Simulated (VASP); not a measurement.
# MnCd3Sn (Pm-3m) in VASP: single point with r2SCAN

Aim: the single point of MnCd3Sn with r2SCAN.

Everything below comes from runs of VASP 6.6.1. Logs are shortened: lines on timing, memory, paths and dates and some standing lists are left out, and cuts for length are marked.

## 1. The structure

The structure is cubic, space group Pm-3m (No. 221). The conventional cell has a = 5.456 Å, b = 5.456 Å, c = 5.456 Å, α = 90.00°, β = 90.00°, γ = 90.00°. Sn (site symmetry m-3m) has 6 Cd at 2.73 Å as nearest neighbours. Around Cd (site symmetry 4/mmm) lie 2 Sn at 2.73 Å. Around Mn (site symmetry m-3m) lie 12 Cd at 3.86 Å.

The cell was built by a generator and needn't be a form met in nature.

## 2. Single point, r2SCAN

File POSCAR:

```
MnCd3Sn
1.0
    5.4559589900      0.0000000000      0.0000000000
    0.0000000000      5.4559589900      0.0000000000
    0.0000000000      0.0000000000      5.4559589900
Sn Cd Mn
1 3 1
Direct
    0.5000000000      0.5000000000      0.5000000000
    0.0000000000      0.5000000000      0.5000000000
    0.5000000000      0.0000000000      0.5000000000
    0.5000000000      0.5000000000      0.0000000000
    0.0000000000      0.0000000000      0.0000000000
```

File INCAR.step1:

```
ALGO     = Normal         # electronic algorithm
EDIFF    = 1E-4           # SCF threshold, eV
ENCUT    = 520            # plane-wave cutoff, eV
GGA      = PE             # functional
ISMEAR   = -5             # smearing method
LASPH    = T              # aspherical terms in the spheres
LCHARG   = F              # write CHGCAR
LMAXMIX  = 4              # l up to which the mixer works
LREAL    = F              # projectors in reciprocal space
LWAVE    = T              # write WAVECAR
NBANDS   = 40             # bands
NELM     = 100            # most SCF steps
PREC     = Accurate       # precision mode
SIGMA    = 0.1            # smearing width, eV
```

File INCAR.step2:

```
ALGO     = Normal         # electronic algorithm
EDIFF    = 1E-6           # SCF threshold, eV
ENCUT    = 520            # plane-wave cutoff, eV
ISIF     = 2              # what is computed and relaxed
ISMEAR   = -1             # smearing method
ISTART   = 1            
LASPH    = T              # aspherical terms in the spheres
LCHARG   = F              # write CHGCAR
LMAXMIX  = 4              # l up to which the mixer works
LMIXTAU  = T            
LORBIT   = 11             # projections on sites
LREAL    = F              # projectors in reciprocal space
LWAVE    = F              # write WAVECAR
METAGGA  = R2SCAN         # meta-GGA
NBANDS   = 40             # bands
NELM     = 100            # most SCF steps
PREC     = Accurate       # precision mode
SIGMA    = 0.1            # smearing width, eV
```

File KPOINTS:

```
k-points
0
Gamma
  6 6 6
```

Potentials or basis: VASP PAW PBE potentials, release 64 (Sn_d, Cd, Mn_pv).

Launch:

```console
$ cat potpaw_PBE.64/Sn_d/POTCAR potpaw_PBE.64/Cd/POTCAR potpaw_PBE.64/Mn_pv/POTCAR > POTCAR
$ cp INCAR.step1 INCAR
$ mpirun -np 1 vasp_std > vasp.out
$ cp INCAR.step2 INCAR
$ mpirun -np 1 vasp_std > vasp.out
```

OUTCAR:

```text
EDIFF = 1E-6
   ENCUT = 520
   ISIF = 2
   ISMEAR = -1
   ISTART = 1
   LASPH = T
   LORBIT = 11
   LREAL = F
   METAGGA = R2SCAN
   NELM = 100
   PREC = Accurate

 ion  position               nearest neighbor table
   1  0.500  0.500  0.500-   2 2.73   3 2.73   4 2.73   4 2.73   3 2.73   2 2.73
   2  0.000  0.500  0.500-   1 2.73   1 2.73
   3  0.500  0.000  0.500-   1 2.73   1 2.73
   4  0.500  0.500  0.000-   1 2.73   1 2.73
   5  0.000  0.000  0.000-

  LATTYP: Found a simple cubic cell.
 ALAT       =     5.4559589900

  Lattice vectors:

 A1 = (   5.4559589900,   0.0000000000,   0.0000000000)
 A2 = (   0.0000000000,   5.4559589900,   0.0000000000)
 A3 = (   0.0000000000,   0.0000000000,   5.4559589900)

Analysis of symmetry for initial positions (statically):
=====================================================================
 Subroutine PRICEL returns:
 Original cell was already a primitive cell.

 Routine SETGRP: Setting up the symmetry group for a
 simple cubic supercell.

 Subroutine GETGRP returns: Found 48 space group operations
 (whereof 48 operations were pure point group operations)
 out of a pool of 48 trial point group operations.

The static configuration has the point symmetry O_h .

Analysis of symmetry for dynamics (positions and initial velocities):
=====================================================================
 Subroutine PRICEL returns:
 Original cell was already a primitive cell.

 Routine SETGRP: Setting up the symmetry group for a
 simple cubic supercell.

 Subroutine GETGRP returns: Found 48 space group operations
 (whereof 48 operations were pure point group operations)
 out of a pool of 48 trial point group operations.

The dynamic configuration has the point symmetry O_h .

 Subroutine INISYM returns: Found 48 space group operations
 (whereof 48 operations are pure point group operations),
 and found     1 'primitive' translations

----------------------------------------------------------------------------------------

                                     Primitive cell

  volume of cell :     162.4102

  direct lattice vectors                    reciprocal lattice vectors
     5.455958990  0.000000000  0.000000000     0.183285835  0.000000000  0.000000000
     0.000000000  5.455958990  0.000000000     0.000000000  0.183285835  0.000000000
     0.000000000  0.000000000  5.455958990     0.000000000  0.000000000  0.183285835

  length of vectors
     5.455958990  5.455958990  5.455958990     0.183285835  0.183285835  0.183285835

  position of ions in fractional coordinates (direct lattice)
     0.500000000  0.500000000  0.500000000
     0.000000000  0.500000000  0.500000000
     0.500000000  0.000000000  0.500000000
     0.500000000  0.500000000  0.000000000
     0.000000000  0.000000000  0.000000000

  ion indices of the primitive-cell ions
   primitive index   ion index
                 1           1
                 2           2
                 3           3
                 4           4
                 5           5

----------------------------------------------------------------------------------------

 KPOINTS: k-points

Automatic generation of k-mesh.
 Grid dimensions read from file:
 generate k-points for:    6    6    6

 Generating k-lattice:

  Cartesian coordinates                     Fractional coordinates (reciprocal lattice)
     0.030547639  0.000000000  0.000000000     0.166666667  0.000000000  0.000000000
     0.000000000  0.030547639  0.000000000     0.000000000  0.166666667  0.000000000
     0.000000000  0.000000000  0.030547639     0.000000000  0.000000000  0.166666667

  Length of vectors
     0.030547639  0.030547639  0.030547639

  Shift w.r.t. Gamma in fractional coordinates (k-lattice)
     0.000000000  0.000000000  0.000000000

 Subroutine IBZKPT returns following result:
 ===========================================

 Found     20 irreducible k-points:

 Following reciprocal coordinates:
            Coordinates               Weight
  0.000000  0.000000  0.000000      1.000000
  0.166667  0.000000  0.000000      6.000000
  0.333333  0.000000  0.000000      6.000000
  0.500000  0.000000  0.000000      3.000000
  0.166667  0.166667  0.000000     12.000000
  0.333333  0.166667  0.000000     24.000000
[... 12 lines left out ...]
  0.500000  0.500000  0.333333      6.000000
  0.500000  0.500000  0.500000      1.000000
   k-points           NKPTS =     20   k-points in BZ     NKDIM =     20   number of bands    NBANDS=     40
   number of dos      NEDOS =    301   number of ions     NIONS =      5
   total plane-waves  NPLWV =  74088
   dimension x,y,z NGX =    42 NGY =   42 NGZ =   42
   dimension x,y,z NGXF=    84 NGYF=   84 NGZF=   84
   ions per type =               1   3   1
   NGX,Y,Z   is equivalent  to a cutoff of  12.80, 12.80, 12.80 a.u.
   NGXF,Y,Z  is equivalent  to a cutoff of  25.60, 25.60, 25.60 a.u.
 SYSTEM =  unknown system
   PREC   = accura    normal or accurate (medium, high low for compatibility)
   ISTART =      1    job   : 0-new  1-cont  2-samecut
   ICHARG =      0    charge: 1-file 2-atom 10-const
   ISPIN  =      1    spin polarized calculation?
   LNONCOLLINEAR =      F non collinear calculations
   LSORBIT =      F    spin-orbit coupling
   LASPH  =      T    aspherical Exc in radial PAW
   ENCUT  =  520.0 eV  38.22 Ry    6.18 a.u.  10.14 10.14 10.14*2*pi/ulx,y,z
   NELM   =    100;   NELMIN=  2; NELMDL=  0     # of ELM steps
   EDIFF  = 0.1E-05   stopping-criterion for ELM
   LREAL  =      F    real-space projection
   EDIFFG = 0.1E-04   stopping-criterion for IOM
   NSW    =      0    number of steps for IOM
   IBRION =     -1    ionic relax: 0-MD 1-quasi-New 2-CG
   NFREE  =      0    steps in history (QN), initial steepest desc. (CG)
   ISIF   =      2    stress and relaxation
   ISYM   =      2    0-nonsym 1-usesym 2-fastsym
   POTIM  = 0.5000    time-step for ionic-motion
   TEBEG  =    0.0;   TEEND  =   0.0 temperature during run
   PSTRESS=    0.0 pullay stress
   NELECT =      63.0000    total number of electrons
   NUPDOWN=      -1.0000    fix difference up-down
   EMIN   =  10.00;   EMAX   =-10.00  energy-range for DOS
   EFERMI =   0.00;   METHOD = LEGACY
   ISMEAR =    -1;   SIGMA  =   0.10  broadening in eV -4-tet -1-fermi 0-gaus
   EFERMI_NEDOS =   21; number of points for ismear=-14 and -15
   IALGO  =     38    algorithm
   IMIX   =      4    mixing-type and parameters
     AMIX     =   0.40;   BMIX     =  1.00
     AMIX_MAG =   1.60;   BMIX_MAG =  1.00
  volume/ion in A,a.u.               =      32.48       219.20
  Fermi-wavevector in a.u.,A,eV,Ry     =   1.193944  2.256227 19.395132  1.425502
  Thomas-Fermi vector in A             =   2.329946
   LORBIT       =     11    0 simple, 1 ext, 2 COOP (PROOUT), +10 PAW based schemes
   METAGGA = R2SCAN    functional components
   LHFCALC =     F    Hartree Fock is set to
   AEXX    =    0.0000 exact exchange contribution
   IVDW    =     0    specifies the selected vdW correction
   LEPSILON=     F    determine dielectric tensor
   LRPA    =     F    only Hartree local field effects (RPA)
 non-spin polarized calculation
  energy-cutoff  :      520.00
  volume of cell :      162.41
 maximum number of plane-waves:      4416
 NGX is ok and might be reduce to    42

 number of electron      62.9999968 magnetization

 Free energy of the ion-electron system (eV)
  ---------------------------------------------------
  ext. energy  EPLUGINS =         0.00000000
  ---------------------------------------------------
  free energy    TOTEN  =       -91.19453472 eV

  energy without entropy =      -90.63707032  energy(sigma->0) =      -90.91580252

 E-fermi :   1.8698     XC(G=0):  -9.3694

 val. band max:        1.8694317349   @ k =   0.5000   0.5000   0.3333
 cond. band min:       1.8704459191   @ k =   0.3333   0.0000   0.0000
 fundamental gap:      0.0010141842
 Fermi energy:         1.8697961053

 k-point     1 :       0.0000    0.0000    0.0000
  band No.  band energies     occupation
      1     -47.2612      2.00000
      2     -47.2612      2.00000
      3     -47.2612      2.00000
      4     -20.5477      2.00000
      5     -20.5477      2.00000
      6     -20.4353      2.00000
[... 32 lines left out ...]
     39       5.7799      0.00000
     40       6.4477      0.00000

 k-point     2 :       0.1667    0.0000    0.0000
  band No.  band energies     occupation
      1     -47.2612      2.00000
      2     -47.2612      2.00000
      3     -47.2612      2.00000
      4     -20.5477      2.00000
      5     -20.5425      2.00000
      6     -20.4353      2.00000
[... 32 lines left out ...]
     39       5.9788      0.00000
     40       6.2491      0.00000

 k-point     3 :       0.3333    0.0000    0.0000
  band No.  band energies     occupation
      1     -47.2612      2.00000
      2     -47.2612      2.00000
      3     -47.2612      2.00000
      4     -20.5477      2.00000
      5     -20.5322      2.00000
      6     -20.4353      2.00000
[... 681 lines left out ...]
  band No.  band energies     occupation
      1     -47.2612      2.00000
      2     -47.2612      2.00000
      3     -47.2612      2.00000
      4     -20.5216      2.00000
      5     -20.5164      2.00000
      6     -20.4316      2.00000
[... 32 lines left out ...]
     39       7.6812      0.00000
     40       7.7817      0.00000

 k-point    20 :       0.5000    0.5000    0.5000
  band No.  band energies     occupation
      1     -47.2612      2.00000
      2     -47.2612      2.00000
      3     -47.2612      2.00000
      4     -20.5164      2.00000
      5     -20.5164      2.00000
      6     -20.4310      2.00000
[... 32 lines left out ...]
     39       8.0228      0.00000
     40       8.0228      0.00000

------------------------ aborting loop because EDIFF is reached ----------------------------------------

  FORCE on cell =-STRESS in cart. coord.  units (eV):
  Direction    XX          YY          ZZ          XY          YZ          ZX
  --------------------------------------------------------------------------------------
  -------------------------------------------------------------------------------------
  Total       -1.3243420     -1.3243420     -1.3243420     -0.0000000      0.0000000     -0.0000000
  in kB      -13.0646399    -13.0646399    -13.0646399     -0.0000000      0.0000000     -0.0000000
  external PRESSURE =     -13.0646399 kB  Pullay stress =       0.0000000 kB

 VOLUME and BASIS-vectors are now :
 -----------------------------------------------------------------------------
  energy-cutoff  :      520.00
  volume of cell :      162.41
      direct lattice vectors                 reciprocal lattice vectors
     5.455958990  0.000000000  0.000000000     0.183285835  0.000000000  0.000000000
     0.000000000  5.455958990  0.000000000     0.000000000  0.183285835  0.000000000
     0.000000000  0.000000000  5.455958990     0.000000000  0.000000000  0.183285835

 POSITION                                       TOTAL-FORCE (eV/Angst)
 -----------------------------------------------------------------------------------
      2.72798      2.72798      2.72798         0.000000      0.000000      0.000000
      0.00000      2.72798      2.72798         0.000000      0.000000      0.000000
      2.72798      0.00000      2.72798         0.000000      0.000000      0.000000
      2.72798      2.72798      0.00000         0.000000      0.000000      0.000000
      0.00000      0.00000      0.00000         0.000000      0.000000      0.000000
 -----------------------------------------------------------------------------------
    total drift:                                0.000000     -0.000000     -0.000000

  FREE ENERGIE OF THE ION-ELECTRON SYSTEM (eV)
  ---------------------------------------------------
  free  energy   TOTEN  =       -91.1945347235 eV

  energy  without entropy=      -90.6370703221  energy(sigma->0) =      -90.91580252

 total charge

# of ion       s       p       d       tot
------------------------------------------
    1        1.155   1.354   9.979  12.489
    2        0.572   0.212   9.512  10.297
    3        0.572   0.212   9.512  10.297
    4        0.572   0.212   9.512  10.297
    5        0.283   6.001   5.078  11.362
--------------------------------------------------
tot          3.155   7.993  43.594  54.743
```

Run time: 7.7 min. Hardware: 1 thread of Intel Xeon Platinum 8488C (Sapphire Rapids), shared host; peak memory 0.36 GiB.

What came out:

```yaml
Free_energy: -91.1945 eV
Pressure: -1.3 GPa
Band_gap_on_the_k_mesh: none (metal or under the smearing width)
Valence_electrons_inside_the_program's_atomic_spheres: Sn 12.49; Cd 10.30; Mn 11.36
```

Caveat: the PAW data sets were made with another functional, which shifts forces and pressure a little. Spin polarisation is off, so any magnetic state and its effect on volume and gap are missing.
